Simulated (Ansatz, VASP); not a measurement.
# Cross-check of Zr2CF2 (Zr2CF2 MXene, 2 layers, AB) between VASP and Ansatz, part 2 of 2

Aim: how closely do two programs agree when they are given the same cell, functional and k mesh? The structure shown is the start of the Ansatz relaxation below; VASP solves that cell, so the two are compared at the walk's first step.

VASP 6.6.1 and Ansatz 0.2.0.

So far: The structure; Ansatz: relaxation, PBE with D4.

### 3. VASP: single point, PBE with D4, start cell

Level of this step: PBE with D4; plane waves and PAW (F, Zr_sv, C) (VASP).

The same cell, functional, mesh and smearing now go to VASP, with its own data sets.

Lines of VASP's logs that name or quote its potential files are left out, and so is its time.

Input file INCAR:

```
SYSTEM = Zr2CF2
PREC = Accurate
ENCUT = 520
EDIFF = 1E-06
NELM = 120
ISMEAR = -1
SIGMA = 0.05
LREAL = .FALSE.
ALGO = Normal
GGA = PE
IVDW = 13
NBANDS = 52
LASPH = .TRUE.
LORBIT = 11
LWAVE = .FALSE.
LCHARG = .FALSE.
ISIF = 2
LDIPOL = .TRUE.
IDIPOL = 3
DIPOL = 0.5 0.5 0.5
LVHAR = .TRUE.
GGA_COMPAT = .FALSE.
NELMDL = -8
KPAR = 2
```

Input file POSCAR:

```
Zr2CF2
1.0
    3.2890000000      0.0000000000      0.0000000000
   -1.6445000000      2.8483580000      0.0000000000
    0.0000000000      0.0000000000     54.7813650000
F Zr C
4 4 2
Direct
    0.3333332748      0.6666665496      0.3915565083
    0.6666667252      0.3333334504      0.4753565743
    0.6666667252      0.3333334504      0.5246434075
    0.0000000000      0.0000000000      0.6084434917
    0.6666667252      0.3333334504      0.4097668797
    0.3333332748      0.6666665496      0.4571462029
    0.0000000000      0.0000000000      0.5428537971
    0.6666667252      0.3333334504      0.5902331021
    0.0000000000      0.0000000000      0.4334565413
    0.3333332748      0.6666665496      0.5665434587
```

Input file KPOINTS:

```
Automatic mesh
0
Gamma
10 10 1
0 0 0
```

PAW data sets: F, Zr_sv and C (PBE family, release 64).

Started as:

```sh
$ mpirun -np 2 vasp_std
```

Numbers of over 12 decimals in the logs are rounded to 6 here.

What it wrote:

```text
[banner, memory and clock lines left out]
running    2 mpi-ranks, on    1 nodes
 distrk:  each k-point on    1 cores,    2 groups
 distr:  one band on    1 cores,    1 groups

 POSCAR found type information on POSCAR F ZrC
 POSCAR found :  3 types and      10 ions
 LDA part: xc-table for (Slater+PW92), standard interpolation
|                                                                             |
|           W    W    AA    RRRRR   N    N  II  N    N   GGGG   !!!           |
|           W    W   A  A   R    R  NN   N  II  NN   N  G    G  !!!           |
|           W    W  A    A  R    R  N N  N  II  N N  N  G       !!!           |
|           W WW W  AAAAAA  RRRRR   N  N N  II  N  N N  G  GGG   !            |
|           WW  WW  A    A  R   R   N   NN  II  N   NN  G    G                |
|           W    W  A    A  R    R  N    N  II  N    N   GGGG   !!!           |
|                                                                             |
|     One of the lattice vectors is very long (>50 A), but AMIN is rather     |
|     large. This can spoil convergence since charge sloshing might occur     |
|     along the long lattice vector. If problems with convergence are         |
|     observed, try to decrease AMIN to a smaller value (e.g. 0.01).          |
|     Note: This warning only applies if the self-consistency cycle is        |
|     used.                                                                   |
|                                                                             |

 POSCAR, INCAR and KPOINTS ok, starting setup
 FFT: planning ... GRIDC
 FFT: planning ... GRID_SOFT
 FFT: planning ... GRID
 WAVECAR not read
 entering main loop
       N       E                     dE             d eps       ncg     rms          rms(c)
DAV:   1     0.945151578768E+03    0.94515E+03   -0.41271E+04  1784   0.135E+03
DAV:   2     0.142422147412E+02   -0.93091E+03   -0.91638E+03  1896   0.390E+02
DAV:   3    -0.876790324021E+02   -0.10192E+03   -0.10107E+03  1904   0.125E+02
DAV:   4    -0.956454371035E+02   -0.79664E+01   -0.79424E+01  2660   0.311E+01
DAV:   5    -0.961728463864E+02   -0.52741E+00   -0.52732E+00  2144   0.591E+00
DAV:   6    -0.961807550820E+02   -0.79087E-02   -0.79080E-02  2256   0.864E-01
DAV:   7    -0.961811524952E+02   -0.39741E-03   -0.39740E-03  2128   0.156E-01
DAV:   8    -0.961811638066E+02   -0.11311E-04   -0.11311E-04  2144   0.304E-02    0.443E+01
DAV:   9    -0.803019866905E+02    0.15879E+02   -0.81496E+01  1596   0.349E+01    0.173E+01
DAV:  10    -0.801312629357E+02    0.17072E+00   -0.55326E+00  2072   0.971E+00    0.796E+00
DAV:  11    -0.800405264199E+02    0.90737E-01   -0.15597E+00  1928   0.548E+00    0.156E+00
DAV:  12    -0.800094520347E+02    0.31074E-01   -0.17161E+00  1816   0.462E+00    0.118E+00
DAV:  13    -0.799468884530E+02    0.62564E-01   -0.53615E-01  1856   0.267E+00    0.473E-01
DAV:  14    -0.799384750462E+02    0.84134E-02   -0.33826E-02  1992   0.862E-01    0.228E-01
[...]
DAV:  23    -0.799353942333E+02   -0.18032E-03   -0.19446E-05  1512   0.890E-03    0.226E-03
DAV:  24    -0.799354958564E+02   -0.10162E-03   -0.12791E-05  1500   0.738E-03    0.138E-03
DAV:  25    -0.799355443348E+02   -0.48478E-04   -0.68171E-06  1312   0.385E-03    0.670E-04
DAV:  26    -0.799355597069E+02   -0.15372E-04   -0.15903E-06  1208   0.195E-03    0.365E-04
DAV:  27    -0.799355692923E+02   -0.95854E-05   -0.72198E-07  1120   0.121E-03    0.257E-04
DAV:  28    -0.799355711645E+02   -0.18721E-05   -0.10656E-07  1132   0.695E-04    0.177E-04
DAV:  29    -0.799355728873E+02   -0.17228E-05   -0.80247E-08  1036   0.602E-04    0.119E-04
DAV:  30    -0.799355735430E+02   -0.65575E-06   -0.40144E-08  1036   0.328E-04
   1 F= -.81516639E+02 E0= -.81506069E+02  d E =-.211396E-01
```

OUTCAR, selected parts (step 3):

```text
ion  position               nearest neighbor table
   1  0.333  0.667  0.392-   5 2.14   5 2.14   5 2.15
   2  0.667  0.333  0.475-   6 2.14   6 2.14   6 2.15
   3  0.667  0.333  0.525-   7 2.15   7 2.15   7 2.15
   4  0.000  0.000  0.608-   8 2.15   8 2.15   8 2.15
   5  0.667  0.333  0.410-   1 2.14   1 2.14   1 2.15   9 2.30   9 2.30   9 2.30   6 3.22   6 3.22
                             6 3.22
   6  0.333  0.667  0.457-   2 2.14   2 2.14   2 2.15   9 2.30   9 2.30   9 2.30   5 3.22   5 3.22
                             5 3.22
   7  0.000  0.000  0.543-   3 2.15   3 2.15   3 2.15  10 2.30  10 2.30  10 2.30   8 3.22   8 3.22
                             8 3.22
   8  0.667  0.333  0.590-   4 2.15   4 2.15   4 2.15  10 2.30  10 2.30  10 2.30   7 3.22   7 3.22
                             7 3.22
   9  0.000  0.000  0.433-   6 2.30   5 2.30   6 2.30   6 2.30   5 2.30   5 2.30
  10  0.333  0.667  0.567-   8 2.30   8 2.30   7 2.30   7 2.30   7 2.30   8 2.30

  LATTYP: Found a hexagonal cell.
 ALAT       =     3.2890000000
 C/A-ratio  =    16.6559334144

 Subroutine GETGRP returns: Found 12 space group operations
 (whereof  6 operations were pure point group operations)

The static configuration has the point symmetry C_3v.
 The point group associated with its full space group is D_3d.

 Found     14 irreducible k-points:

   k-points           NKPTS =     14   k-points in BZ     NKDIM =     14   number of bands    NBANDS=     52

   dimension x,y,z NGX =    24 NGY =   24 NGZ =  420
   dimension x,y,z NGXF=    48 NGYF=   48 NGZF=  840

   ENCUT  =  520.0 eV  38.22 Ry    6.18 a.u.   6.12  6.12101.86*2*pi/ulx,y,z

   NELECT =      84.0000    total number of electrons

 k-points in reciprocal lattice and weights: Automatic mesh
   0.00000000  0.00000000  0.00000000       0.010
   0.10000000 -0.00000000  0.00000000       0.060
   0.20000000 -0.00000000  0.00000000       0.060
   0.30000000  0.00000000  0.00000000       0.060
   0.40000000 -0.00000000  0.00000000       0.060
   0.50000000  0.00000000  0.00000000       0.030
   0.10000000  0.10000000  0.00000000       0.060
   0.20000000  0.10000000  0.00000000       0.120
   0.30000000  0.10000000  0.00000000       0.120
[...]
0.40000000  0.20000000  0.00000000       0.060
   0.30000000  0.30000000  0.00000000       0.060

 dipolmoment           0.000000      0.000000      0.000017 electrons x Angstroem

 average (electrostatic) potential at core
       1 -82.3590       2 -82.3083       3 -82.3082       4 -82.3587       5 -83.1958
       6 -83.1864       7 -83.1863       8 -83.1956       9 -53.2649      10 -53.2648

 E-fermi :   1.3231

 k-point     1 :       0.0000    0.0000    0.0000
  band No.  band energies     occupation
    ...
     36      -2.7338      2.00000
     37      -1.2520      2.00000
     38      -1.2520      2.00000
     39      -1.2439      2.00000
     40      -1.2439      2.00000
     41       1.4282      0.21782
     42       1.4282      0.21782
     43       1.4358      0.19006
     44       1.4358      0.19006
     45       1.4818      0.08040
    ...

 k-point     2 :       0.1000   -0.0000    0.0000
  band No.  band energies     occupation
    ...
     38      -1.6566      2.00000
     39      -1.3612      2.00000
     40      -1.3537      2.00000
     41       1.1272      1.96106
     42       1.1642      1.92009
     43       1.6891      0.00132
     44       1.6896      0.00131
     45       1.6945      0.00119
     46       1.7527      0.00037
     47       1.8571      0.00005
    ...

 k-point     3 :       0.2000   -0.0000    0.0000
  band No.  band energies     occupation
    ...
     38      -2.3424      2.00000
     39      -1.5417      2.00000
     40      -1.5363      2.00000
     41       0.5259      2.00000
     42       0.5570      2.00000
     43       1.8411      0.00006
     44       2.0536      0.00000
     45       2.2604      0.00000
     46       2.3137      0.00000
     47       2.3202      0.00000
    ...

  DFT-D4 for vdW energy calculation

  Edisp (eV):   -1.58107

  Total      10.81030    10.81030     8.27378    -0.00000     0.00000    -0.00000
  in kB      33.74869    33.74870    25.82994    -0.00000     0.00000    -0.00000
  external pressure =       31.11 kB  Pullay stress =        0.00 kB

  energy-cutoff  :      520.00
  volume of cell :      513.21
      direct lattice vectors                 reciprocal lattice vectors
     3.289000000  0.000000000  0.000000000     0.304043782  0.175539732  0.000000000
    -1.644500000  2.848358000  0.000000000     0.000000000  0.351079464  0.000000000
     0.000000000  0.000000000 54.781365000     0.000000000  0.000000000  0.018254383

 POSITION                                       TOTAL-FORCE (eV/Angst)
 -----------------------------------------------------------------------------------
     -0.00000      1.89890     21.45000         0.000000     -0.000000     -3.288542
      1.64450      0.94945     26.04068        -0.000000      0.000000      3.077970
      1.64450      0.94945     28.74068         0.000000     -0.000000     -3.077970
      0.00000      0.00000     33.33137        -0.000000      0.000000      3.288542
      1.64450      0.94945     22.44759        -0.000000      0.000000      4.244908
     -0.00000      1.89890     25.04309         0.000000     -0.000000     -4.197426
      0.00000      0.00000     29.73827        -0.000000     -0.000000      4.197426
      1.64450      0.94945     32.33378         0.000000     -0.000000     -4.244908
      0.00000      0.00000     23.74534         0.000000     -0.000000      0.000237
     -0.00000      1.89890     31.03602        -0.000000     -0.000000     -0.000237
 -----------------------------------------------------------------------------------
    total drift:                                0.000000     -0.001038      0.005914

  FREE ENERGIE OF THE ION-ELECTRON SYSTEM (eV)
  ---------------------------------------------------
  free  energy   TOTEN  =       -81.5166388760 eV

  energy  without entropy=      -81.4954992533  energy(sigma->0) =      -81.50606906

 vacuum level on the upper side and lower side of the slab         2.831         2.831

 total charge
# of ion       s       p       d       tot
------------------------------------------
    1        1.741   4.414   0.000   6.154
    2        1.741   4.414   0.000   6.156
    3        1.741   4.414   0.000   6.156
    4        1.741   4.414   0.000   6.154
    5        2.160   6.018   1.741   9.919
    6        2.160   6.018   1.741   9.919
    7        2.160   6.018   1.741   9.919
    8        2.160   6.018   1.741   9.919
    9        0.874   1.520   0.000   2.394
   10        0.874   1.520   0.000   2.394
--------------------------------------------------
tot         17.352  44.766   6.965  69.084

[... 3 further parts left out ...]
```

### 4. Comparison

Known differences besides the potentials themselves: Ansatz cuts the interaction across the vacuum, VASP repeats the sheet with a dipole correction; the cutoff is 420 eV in Ansatz and 520 eV in VASP. Total energies have different zeros and are not compared.

Forces (eV/Å; atoms numbered as in POSCAR):

| atom | Ansatz x, y, z | VASP x, y, z |
| --- | --- | --- |
| F1 | 0.000, 0.000, -3.262 | 0.000, 0.000, -3.289 |
| F2 | 0.000, 0.000, 3.053 | 0.000, 0.000, 3.078 |
| F3 | 0.000, 0.000, -3.053 | 0.000, 0.000, -3.078 |
| F4 | 0.000, 0.000, 3.262 | 0.000, 0.000, 3.289 |
| Zr5 | 0.000, 0.000, 4.223 | 0.000, 0.000, 4.245 |
| Zr6 | 0.000, 0.000, -4.174 | 0.000, 0.000, -4.197 |
| Zr7 | 0.000, 0.000, 4.174 | 0.000, 0.000, 4.197 |
| Zr8 | 0.000, 0.000, -4.223 | 0.000, 0.000, -4.245 |
| C9 | 0.000, 0.000, -0.001 | 0.000, 0.000, 0.000 |
| C10 | 0.000, 0.000, 0.001 | 0.000, 0.000, 0.000 |

The forces differ by 13 meV/Å r.m.s., which is 0.6 % of the r.m.s. force of 1.931 eV/Å (both taken over all components). With vacuum in the cell, a pressure given here is an average over mostly empty space and none of the material.

### 5. What came out

| Quantity | Value |
| --- | --- |
| r.m.s. force difference (single point, PBE with D4, start cell) | 0.65 % of the r.m.s. force |

**Reading.** The r.m.s. force difference is 0.65 % of the r.m.s. force (single point, PBE with D4, start cell), within the 3 % picked in this series as the mark of a large difference. 1 further run of this series is not shown here. How closely two codes agree says nothing of how well the functional describes the real material.

[Lines on the potential files, build, host, timing and source positions are cut from VASP's logs without a mark.]

[Logs are printed without paths, hosts, clocks, repeated set-up lines and the standing remarks that a program may print on its own settings, such as how far it seeks lower states.]

[Hosts, paths, dates, database ids (printed as entryN), source tags and the programs' standing remarks are cut or masked in the printed files.]
